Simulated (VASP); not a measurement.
```
RhB
1.0
   -1.38324     1.38324     4.68295
    1.38324    -1.38324     4.68295
    1.38324     1.38324    -4.68295
Rh B
2 2
Direct
  0.75000   0.75000   0.00000
  0.50000   0.00000   0.50000
  0.16600   0.16600   0.00000
  0.91600   0.41600   0.50000
```

Computed with PBE GGA, VASP's PBE PAW potentials (set 64) (plane waves; VASP). Numerical set-up: EDIFF = 1E-2, 520 eV cut-off, 14×14×14 Γ-centred mesh, first-order Methfessel-Paxton smearing of 0.10 eV, potentials Rh_pv B.

**Question.** Give the stress tensor in GPa (positive for a compressed cell).

**Answer.** 
```
50.14   0.00   0.00
 0.00  50.14   0.00
 0.00   0.00  71.15
```
The pressure is its mean diagonal, 57.14 GPa.

The structure was generated: BRh was put into the NbAs type (I4_1md), which need not be its known phase. The cell was not relaxed at this level. The run is one of a series of settings (EDIFF = 1E-2 against the base run), some of them coarse on purpose.
